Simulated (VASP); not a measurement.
Here is the system:

```
CELL_PARAMETERS angstrom
      1.73242    -3.00064     0.00000
      1.73242     3.00064     0.00000
      0.00000     0.00000     5.38729
ATOMIC_POSITIONS crystal
  Lu 0.33333 0.66667 0.25000
  Lu 0.66667 0.33333 0.75000
```

Method: PBE GGA with D3 dispersion (zero damping), VASP's PBE PAW potentials (set 64) (plane waves; VASP 6.6.1). Settings: 520 eV cut-off, Gaussian smearing of 0.050 eV, potentials Lu_3.

### Question
Give the energies of bands 7 to 12 at the high-symmetry points, in eV from the Fermi level.

### Answer

| band | Γ | M | K | A | L | H |
|---|---|---|---|---|---|---|
| 7 | -6.15 | -2.39 | -0.99 | -4.40 | -2.17 | -0.65 |
| 8 | -2.46 | -1.46 | -0.99 | -4.40 | -2.17 | -0.65 |
| 9 | 0.85 | -0.89 | -0.76 | 1.25 | 0.13 | -0.49 |
| 10 | 2.23 | -0.32 | -0.62 | 1.25 | 0.13 | -0.49 |
| 11 | 2.23 | 1.71 | 1.36 | 2.13 | 1.46 | 0.43 |
| 12 | 2.75 | 1.88 | 1.36 | 2.13 | 1.46 | 0.43 |

It has no gap at this level: it comes out as a metal or semimetal.

The compound is Lu in the hcp structure. It was relaxed first.
